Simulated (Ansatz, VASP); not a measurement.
Given: the input of a run of Ansatz 0.2.0 on GaGe.

File input.yaml:

```yaml
crystal:
  lattice:
    - [0.0, 2.897844, 2.897844]
    - [2.897844, 0.0, 2.897844]
    - [2.897844, 2.897844, 0.0]
  atoms:
    - { symbol: Ge, position: [0.0, 0.0, 0.0] }
    - { symbol: Ga, position: [0.25, 0.25, 0.25] }
hamiltonian:
  xc: r2scan
  pseudopotentials: { kind: paw }
kpoints:
  mp_grid: { grid: [8, 8, 8] }
scf:
  occupations: { method: fermi_dirac, width: 0.05 }
output:
  forces: true
  stress: true
  eigenvalues: true
```

Potentials or basis: Ansatz PAW.

Launch:

```console
$ ansatz run input.yaml --threads 2 --pin off --max-ram 5632MiB --backend cpu --events-out ev --progress --plain --runs-dir out
```

Question: Translate it to VASP 6.6.1. Potentials there: VASP PAW PBE potentials, release 64 (Ge_d, Ga_d).

Answer: As run (the cutoff follows the program's own potentials):

The input POSCAR:

```
GaGe
1.0
    0.0000000000      2.8978440000      2.8978440000
    2.8978440000      0.0000000000      2.8978440000
    2.8978440000      2.8978440000      0.0000000000
Ge Ga
1 1
Direct
    0.0000000000      0.0000000000      0.0000000000
    0.2500000000      0.2500000000      0.2500000000
```

The input INCAR.step1:

```
SYSTEM = GaGe
  PREC = Accurate
  ENCUT = 520
  ISMEAR = -1
  SIGMA = 0.05
  LREAL = .FALSE.
  LASPH = .TRUE.
  NELM = 60
  NBANDS = 20
  GGA = PE
  ALGO = Normal
  EDIFF = 1E-4
  LWAVE = .TRUE.
  LCHARG = .FALSE.
```

Contents of INCAR.step2:

```
SYSTEM = GaGe
  PREC = Accurate
  ENCUT = 520
  EDIFF = 1E-6
  ISMEAR = -1
  SIGMA = 0.05
  LREAL = .FALSE.
  LASPH = .TRUE.
  NELM = 60
  ALGO = Normal
  ISIF = 2
  LWAVE = .FALSE.
  LCHARG = .FALSE.
  METAGGA = R2SCAN
  LMIXTAU = .TRUE.
  NBANDS = 20
  ISTART = 1
```

KPOINTS

```
regular mesh
0
G
  8 8 8
  0 0 0
```

Potentials or basis: VASP PAW PBE potentials, release 64 (Ge_d, Ga_d).

The run is started by

```sh
$ cat potpaw_PBE.64/Ge_d/POTCAR potpaw_PBE.64/Ga_d/POTCAR > POTCAR
$ cp INCAR.step1 INCAR
$ mpirun -np 1 vasp_std > vasp.out
$ cp INCAR.step2 INCAR
$ mpirun -np 1 vasp_std > vasp.out
```

Both were run:

|  | VASP | Ansatz | Ansatz less VASP |
| --- | --- | --- | --- |
| gap on the k mesh at the Fermi level (eV) | none | none | - |
| pressure (GPa) | -2.1 | -2.2 | -0.02 |

A gap of «none» marks a metal or a gap that the smearing closes. The functional is the same, so the differences come from potentials, cutoffs and numerics.

Caveats: the PAW data sets were made with another functional, which shifts forces and pressure a little (VASP); the PAW data sets come from PBE, with cores solved anew for the run's functional, which leaves a small shift of forces and pressure (Ansatz).
